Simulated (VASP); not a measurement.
# Vacuum and the quasiparticle gap of a sheet of SnSe2, part 5 of 5

Wanted: the quasiparticle gap of a sheet of SnSe2, and how far the repeats disturb it.

VASP 6.6.1, plane waves and PAW; the level of theory is named at each step.

So far, quasiparticle gap on the mesh (eV): step 5 (G0W0, box 11 Å, bands in the sums 280) 1.62; step 8 (G0W0, box 12.5 Å, bands in the sums 312, height 12.5) 1.67; step 11 (G0W0, box 14 Å, bands in the sums 352, height 14) 1.73.

## (14) G0W0, box 18 Å, bands in the sums 456, height 18

This step: G0W0 on PBE; plane waves and PAW (Sn_d_GW, Se_GW) (VASP 6.6.1).

The input, INCAR:

```
SYSTEM = SnSe2
PREC = Accurate
ENCUT = 300
ISMEAR = 0
SIGMA = 0.01
LREAL = .FALSE.
GGA = PE
NBANDS = 456
ALGO = EVGW0
NELMGW = 1
ENCUTGW = 90
NOMEGA = 48
PRECFOCK = Fast
NBANDSGW = 24
LWAVE = .FALSE.
LCHARG = .FALSE.
```

The input, POSCAR:

```
SnSe2
1.0
    3.8545658600      0.0000000000      0.0000000000
   -1.9272829300      3.3381519553      0.0000000000
    0.0000000000      0.0000000000     18.0000000000
Sn Se
1 2
Direct
    0.0000000000      0.0000000000      0.5000000000
    0.3333333333      0.6666666667      0.5889519149
    0.6666666667      0.3333333333      0.4110480851
```

The input, KPOINTS:

```
Automatic mesh
0
Gamma
9 9 1
0 0 0
```

Potentials, in the order of the species: Sn_d_GW and Se_GW (PBE family, release 64).

Launch:

```console
$ mpirun -np 8 vasp_std
```

The program printed:

```text
[banner, memory and clock lines left out]
running    8 mpi-ranks, on    1 nodes
[...]
[... a notice as in an earlier step ...]

 [... a notice as in an earlier step ...]

 LDA part: xc-table for (Slater+PW92), standard interpolation
 found WAVECAR, reading the header
 POSCAR, INCAR and KPOINTS ok, starting setup
[...]
reading WAVECAR
 the WAVECAR file was read successfully
 initial charge from wavefunction
 available memory per node:    113.90 GB, setting MAXMEM to    116637

 The Fermi energy was updated, please check that it is located mid-gap
 values below the HOMO (VB) or above the LUMO (CB) will cause erroneous energies
 E-fermi :  -2.5218

 calculate exact exchange contribution
 the WAVEDER file was read successfully
energies w=
    0.000    0.000    0.349    0.000    0.696    0.000    1.040    0.000
    1.380    0.000    1.716    0.000    2.045    0.000    2.369    0.000
    2.687    0.000    2.999    0.000    3.305    0.000    3.607    0.000
[...]
total number of BLAS operations      24009.23 Gflops
NQ=   8    0.3333    0.1111    0.0000,
|.........|.........|.........|.........|.........|.........|.........|.........
 performed      18160000 updates of chi_q(r,r)
 total number of BLAS operations      28392.76 Gflops
NQ=   9    0.4444    0.1111    0.0000,
|.........|.........|.........|.........|.........|.........|.........|.........
 performed      20471000 updates of chi_q(r,r)
 total number of BLAS operations      32323.39 Gflops
NQ=  10    0.2222    0.2222    0.0000,
|.........|.........|.........|.........|.........|.........|.........|.........
 performed      22782000 updates of chi_q(r,r)
 total number of BLAS operations      36085.33 Gflops
NQ=  11    0.3333    0.2222    0.0000,
|.........|.........|.........|.........|.........|.........|.........|.........
 performed      25487000 updates of chi_q(r,r)
 total number of BLAS operations      40606.30 Gflops
NQ=  12    0.3333    0.3333    0.0000,
|.........|.........|.........|.........|.........|.........|.........|.........
 performed      26923000 updates of chi_q(r,r)
 total number of BLAS operations      43220.85 Gflops
 resolving degeneracies of screened two electron integrals

 calculate QP shifts <psi_nk| G(iteration)W_0 |psi_nk>: iteration 1
 entering main loop
```

Wall time 6.6 min (8 MPI ranks of Intel Xeon 6975P-C (Granite Rapids), shared host); peak memory 5.4 GiB; 43 min of CPU time.

From OUTCAR (step 14):

```text
 QP shifts <psi_nk| G(iteration)W_0 |psi_nk>: iteration 1
 for sc-GW calculations column KS-energies equals QP-energies in previous step
 and V_xc(KS)=  KS-energies - (<T + V_ion + V_H > + <T+V_H+V_ion>^1  + <V_x>^1)
 k-point   1 :       0.0000    0.0000    0.0000
  band No.  KS-energies  QP-energies   sigma(KS)   V_xc(KS)     V^pw_x(r,r')   Z            occupation Imag(sigma)
    ...
     10      -3.3921      -3.9616     -12.8946     -12.1078     -14.2532       0.7239       2.0000       0.1582
     11      -3.3921      -3.9616     -12.8946     -12.1078     -14.2532       0.7239       2.0000       0.1582
     12      -3.0094      -3.5317     -12.9147     -12.1911     -14.1048       0.7218       2.0000       0.1273
     13      -3.0094      -3.5317     -12.9147     -12.1911     -14.1048       0.7218       2.0000       0.1273
     14      -1.4216      -0.9468     -10.3111     -10.9323      -7.8398       0.7642       0.0000       0.0599
     15       0.1288       0.5880      -9.2709      -9.8606      -5.8724       0.7789       0.0000       0.0095
     16       1.6407       2.2061     -10.0691     -10.8155      -6.1448       0.7575       0.0000      -0.0210
     17       1.6407       2.2061     -10.0691     -10.8155      -6.1448       0.7575       0.0000      -0.0210
    ...

[... 1 part as in an earlier step ...]

[... 2 further parts left out ...]
[key lines of the parts left out:]
E-fermi :  -2.5218
```

The gap is now 1.780 eV, +159 meV against the lowest cell. Of the change against the lowest cell, +0 meV is already in the starting gap. The sheet keeps a typed, unrelaxed lattice constant, and the Coulomb interaction between its repeats isn't cut. Spin-orbit coupling is left out.

## (15) Ground state with more vacuum, box 23 Å, height 23

This step: PBE; plane waves and PAW (Sn_d_GW, Se_GW) (VASP 6.6.1).

The cell is made 23 Å high around the same sheet, and the chain is run again; the band count grows with the volume, so that the sums reach the same energy.

The input, INCAR:

```
SYSTEM = SnSe2
PREC = Accurate
ENCUT = 300
EDIFF = 1E-08
NELM = 100
ISMEAR = 0
SIGMA = 0.01
LREAL = .FALSE.
ALGO = Normal
GGA = PE
NBANDS = 19
LORBIT = 11
LWAVE = .TRUE.
LCHARG = .FALSE.
KPAR = 8
```

The input, POSCAR:

```
SnSe2
1.0
    3.8545658600      0.0000000000      0.0000000000
   -1.9272829300      3.3381519553      0.0000000000
    0.0000000000      0.0000000000     23.0000000000
Sn Se
1 2
Direct
    0.0000000000      0.0000000000      0.5000000000
    0.3333333333      0.6666666667      0.5696145421
    0.6666666667      0.3333333333      0.4303854579
```

KPOINTS is that of step 14.

Launch:

```console
$ mpirun -np 8 vasp_std
```

The program printed:

```text
[... set-up lines as in an earlier step ...]
 entering main loop
       N       E                     dE             d eps       ncg     rms          rms(c)
DAV:   1     0.220300461331E+03    0.22030E+03   -0.78198E+03   564   0.190E+03
DAV:   2     0.266399084991E+02   -0.19366E+03   -0.18864E+03   784   0.493E+02
DAV:   3    -0.684511866283E+01   -0.33485E+02   -0.33154E+02   652   0.151E+02
DAV:   4    -0.117178317356E+02   -0.48727E+01   -0.48694E+01   786   0.459E+01
[...]
DAV:  22    -0.118421000849E+02   -0.46915E-07   -0.53413E-10   504   0.870E-04    0.172E-05
DAV:  23    -0.118421001214E+02   -0.36431E-07   -0.23995E-10   475   0.328E-04    0.109E-05
DAV:  24    -0.118421001275E+02   -0.61036E-08   -0.10568E-10   450   0.214E-04
   1 F= -.11842100E+02 E0= -.11842100E+02  d E =-.874294E-17
 writing wavefunctions
```

The job ended after 12 s (8 MPI ranks; peak memory 2.6 GiB; 74 s of CPU time).

Parts of OUTCAR (step 15):

```text
  Total        0.0499742      0.0499742     -0.1850836      0.0000000      0.0000000     -0.0000000
  in kB        0.2705499      0.2705499     -1.0020030      0.0000000      0.0000000     -0.0000000
  external PRESSURE =      -0.1536344 kB  Pullay stress =       0.0000000 kB

 POSITION                                       TOTAL-FORCE (eV/Angst)
 -----------------------------------------------------------------------------------
      0.00000      0.00000     11.50000         0.000000      0.000000      0.000000
     -0.00000      2.22543     13.10113         0.000000     -0.000000     -0.006550
      1.92728      1.11272      9.89887        -0.000000      0.000000      0.006550
 -----------------------------------------------------------------------------------
    total drift:                                0.000000     -0.000000      0.000000

  FREE ENERGIE OF THE ION-ELECTRON SYSTEM (eV)
  ---------------------------------------------------
  free  energy   TOTEN  =       -11.8421001275 eV

  energy  without entropy=      -11.8421001275  energy(sigma->0) =      -11.84210013

[... 1 part as in an earlier step ...]

[... 2 further parts left out ...]
[key lines of the parts left out:]
E-fermi :  -3.5459
```

## (16) Empty bands, box 23 Å, height 23

The empty bands are made again, for the run that follows.

The input, INCAR:

```
SYSTEM = SnSe2
PREC = Accurate
ENCUT = 300
ISMEAR = 0
SIGMA = 0.01
LREAL = .FALSE.
GGA = PE
NBANDS = 576
ALGO = Exact
NELM = 1
LWAVE = .TRUE.
LCHARG = .FALSE.
LOPTICS = .TRUE.
NEDOS = 1000
CSHIFT = 0.1
```

POSCAR is that of step 15.

KPOINTS is that of step 15.

Launch:

```console
$ mpirun -np 8 vasp_std
```

The program printed:

```text
[banner, memory and clock lines left out]
running    8 mpi-ranks, on    1 nodes
[...]
[... a notice as in an earlier step ...]

 LDA part: xc-table for (Slater+PW92), standard interpolation
 found WAVECAR, reading the header
  number of bands has changed, file:    19 present:   576
  trying to continue reading WAVECAR, but it might fail
 POSCAR, INCAR and KPOINTS ok, starting setup
[...]
reading WAVECAR
 random initialization beyond band           19
 the WAVECAR file was read successfully
 initial charge from wavefunction
 entering main loop
       N       E                     dE             d eps       ncg     rms          rms(c)
DIA:   1    -0.118421001295E+02   -0.11842E+02    0.00000E+00     0   0.000E+00
   1 F= -.11842100E+02 E0= -.11842100E+02  d E =-.942555E-56
 writing wavefunctions
 optical routines
 imaginary and real dielectric function
 recalculating local potential from charge density
 direction            1
 direction            2
 direction            3
```

It took 2 min on 8 MPI ranks; peak memory 5.5 GiB.

OUTCAR, selected parts (step 16):

```text
  Total        0.0503581      0.0503581     -0.1847076     -0.0000000      0.0000000     -0.0000000
  in kB        0.2726279      0.2726279     -0.9999674     -0.0000000      0.0000000     -0.0000000
  external PRESSURE =      -0.1515705 kB  Pullay stress =       0.0000000 kB

 POSITION                                       TOTAL-FORCE (eV/Angst)
 -----------------------------------------------------------------------------------
      0.00000      0.00000     11.50000        -0.000000      0.000000      0.000000
     -0.00000      2.22543     13.10113         0.000000      0.000000     -0.006549
      1.92728      1.11272      9.89887        -0.000000     -0.000000      0.006549
 -----------------------------------------------------------------------------------
    total drift:                                0.000000      0.000000      0.000000

  FREE ENERGIE OF THE ION-ELECTRON SYSTEM (eV)
  ---------------------------------------------------
  free  energy   TOTEN  =       -11.8421001295 eV

  energy  without entropy=      -11.8421001295  energy(sigma->0) =      -11.84210013

[... 1 part as in an earlier step ...]

[... 2 further parts left out ...]
[key lines of the parts left out:]
E-fermi :  -3.4919
```

WAVECAR now holds 576 bands for 26 electrons.

## (17) G0W0, box 23 Å, bands in the sums 576, height 23

This step: G0W0 on PBE; plane waves and PAW (Sn_d_GW, Se_GW) (VASP 6.6.1).

The input, INCAR:

```
SYSTEM = SnSe2
PREC = Accurate
ENCUT = 300
ISMEAR = 0
SIGMA = 0.01
LREAL = .FALSE.
GGA = PE
NBANDS = 576
ALGO = EVGW0
NELMGW = 1
ENCUTGW = 90
NOMEGA = 48
PRECFOCK = Fast
NBANDSGW = 24
LWAVE = .FALSE.
LCHARG = .FALSE.
```

POSCAR is that of step 16.

KPOINTS is that of step 16.

Launch:

```console
$ mpirun -np 8 vasp_std
```

The program printed:

```text
[banner, memory and clock lines left out]
running    8 mpi-ranks, on    1 nodes
[...]
[... a notice as in an earlier step ...]

 [... a notice as in an earlier step ...]

 LDA part: xc-table for (Slater+PW92), standard interpolation
 found WAVECAR, reading the header
 POSCAR, INCAR and KPOINTS ok, starting setup
[...]
reading WAVECAR
 the WAVECAR file was read successfully
 initial charge from wavefunction
 available memory per node:    121.97 GB, setting MAXMEM to    124894

 The Fermi energy was updated, please check that it is located mid-gap
 values below the HOMO (VB) or above the LUMO (CB) will cause erroneous energies
 E-fermi :  -3.1919

 calculate exact exchange contribution
 the WAVEDER file was read successfully
energies w=
    0.000    0.000    0.349    0.000    0.696    0.000    1.040    0.000
    1.381    0.000    1.716    0.000    2.046    0.000    2.370    0.000
    2.688    0.000    3.000    0.000    3.306    0.000    3.608    0.000
[...]
total number of BLAS operations      49587.68 Gflops
NQ=   8    0.3333    0.1111    0.0000,
|.........|.........|.........|.........|.........|.........|.........|.........
 performed      23002000 updates of chi_q(r,r)
 total number of BLAS operations      58678.78 Gflops
NQ=   9    0.4444    0.1111    0.0000,
|.........|.........|.........|.........|.........|.........|.........|.........
 performed      25929000 updates of chi_q(r,r)
 total number of BLAS operations      66914.41 Gflops
NQ=  10    0.2222    0.2222    0.0000,
|.........|.........|.........|.........|.........|.........|.........|.........
 performed      28856000 updates of chi_q(r,r)
 total number of BLAS operations      74929.32 Gflops
NQ=  11    0.3333    0.2222    0.0000,
|.........|.........|.........|.........|.........|.........|.........|.........
 performed      32281000 updates of chi_q(r,r)
 total number of BLAS operations      84242.73 Gflops
NQ=  12    0.3333    0.3333    0.0000,
|.........|.........|.........|.........|.........|.........|.........|.........
 performed      34102000 updates of chi_q(r,r)
 total number of BLAS operations      89229.86 Gflops
 resolving degeneracies of screened two electron integrals

 calculate QP shifts <psi_nk| G(iteration)W_0 |psi_nk>: iteration 1
 entering main loop
```

Wall time 11 min (8 MPI ranks); peak memory 7.5 GiB.

Parts of OUTCAR (step 17):

```text
 QP shifts <psi_nk| G(iteration)W_0 |psi_nk>: iteration 1
 for sc-GW calculations column KS-energies equals QP-energies in previous step
 and V_xc(KS)=  KS-energies - (<T + V_ion + V_H > + <T+V_H+V_ion>^1  + <V_x>^1)
 k-point   1 :       0.0000    0.0000    0.0000
  band No.  KS-energies  QP-energies   sigma(KS)   V_xc(KS)     V^pw_x(r,r')   Z            occupation Imag(sigma)
    ...
     10      -4.0623      -4.6691     -12.9464     -12.1078     -14.2627       0.7237       2.0000       0.1570
     11      -4.0623      -4.6691     -12.9464     -12.1078     -14.2627       0.7237       2.0000       0.1570
     12      -3.6796      -4.2380     -12.9649     -12.1911     -14.1124       0.7217       2.0000       0.1269
     13      -3.6796      -4.2380     -12.9649     -12.1911     -14.1124       0.7217       2.0000       0.1269
     14      -2.0917      -1.5880     -10.2733     -10.9325      -7.8287       0.7641       0.0000       0.0555
     15      -0.5414      -0.0520      -9.2318      -9.8605      -5.8602       0.7785       0.0000       0.0051
     16       0.9705       1.5637     -10.0325     -10.8155      -6.1429       0.7575       0.0000      -0.0259
     17       0.9705       1.5637     -10.0325     -10.8155      -6.1429       0.7575       0.0000      -0.0259
    ...

[... 1 part as in an earlier step ...]

[... 2 further parts left out ...]
[key lines of the parts left out:]
E-fermi :  -3.1919
```

The gap is now 1.845 eV, +224 meV against the lowest cell. Of the change against the lowest cell, +0 meV is already in the starting gap. The sheet keeps a typed, unrelaxed lattice constant, and the Coulomb interaction between its repeats isn't cut. Spin-orbit coupling is left out.

## (18) Summary

This step: GW series: G0W0 on PBE; plane waves and PAW (VASP 6.6.1).

Derived from the runs above.

Gaps by cell height:

```csv
cell height (Å),bands,Kohn-Sham gap at PBE (eV),quasiparticle gap (eV),direct quasiparticle gap (eV),cost (core minutes)
11,280,0.8205,1.621,1.976,26.91
12.5,312,0.8201,1.673,2.028,32.13
14,352,0.8201,1.727,2.082,40.15
18,456,0.8201,1.78,2.134,61.08
23,576,0.8201,1.845,2.198,100.3
```

## (19) Summary of results

| Property | Result |
| --- | --- |
| G0W0 on PBE, 280 bands, ENCUTGW 90 eV, NOMEGA 48, mesh 9×9×1 | 0.821 → 1.621 eV |

**Reading.** G0W0 gives a quasiparticle gap of 1.621 eV on the mesh in the lowest cell, 0.80 eV over the PBE gap on the same mesh. On mesh and path the starting valence top lies at (0.136, 0) and the conduction bottom at (0.5, 0), so the starting gap is indirect. The GW mesh misses an edge: at the starting level the gap along the path is 0.06 eV smaller, and with that offset the quasiparticle gap would be about 1.56 eV. From a height of 11 to 23 Å the starting gap changes by +0 meV and the G0W0 gap by +224 meV: the repeated sheets screen one another through the long-range Coulomb interaction, which isn't cut here. A line against one over the height, fitted to all points, misses them by up to 12 meV and gives 2.04 eV at infinite height. Fitted without the tallest cell, the line predicts 1.841 eV for it, against 1.845 eV computed. The in-plane mesh is fixed, and for a sheet its error grows with the height, so the extrapolated value isn't the converged gap of the free sheet. Bands, response cutoff and mesh weren't tested for convergence. In Sn_d_GW the d shell is in the valence without all the semicore s and p states of the same shell; those stay frozen in the core, and how far that moves the GW gap wasn't tested here. Spin-orbit coupling is left out; with Sn and Se in the cell it can split or shift band edges, by an amount that depends on which atoms form them and isn't tested here. Not tabulated here, as repeats of values shown or as unfit to read for their mesh, reference level or band range: pressures of a box with vacuum or a charge (ground state, ground state with more vacuum, relaxation); gaps (empty bands, relaxation); eps2 curves (empty bands); eps1 curves and static values (empty bands).

[Lines on the potential files, build, host, timing and source positions are cut from VASP's logs without a mark.]

[Logs are printed without paths, hosts, clocks, repeated set-up lines and the standing remarks that a program may print on its own settings, such as how far it seeks lower states.]

[Hosts, paths, dates, database ids (printed as entryN), source tags and the programs' standing remarks are cut or masked in the printed files.]

[Pressures printed for these runs are not shown converged in the cutoff: they can be off by several GPa and have the wrong sign.]
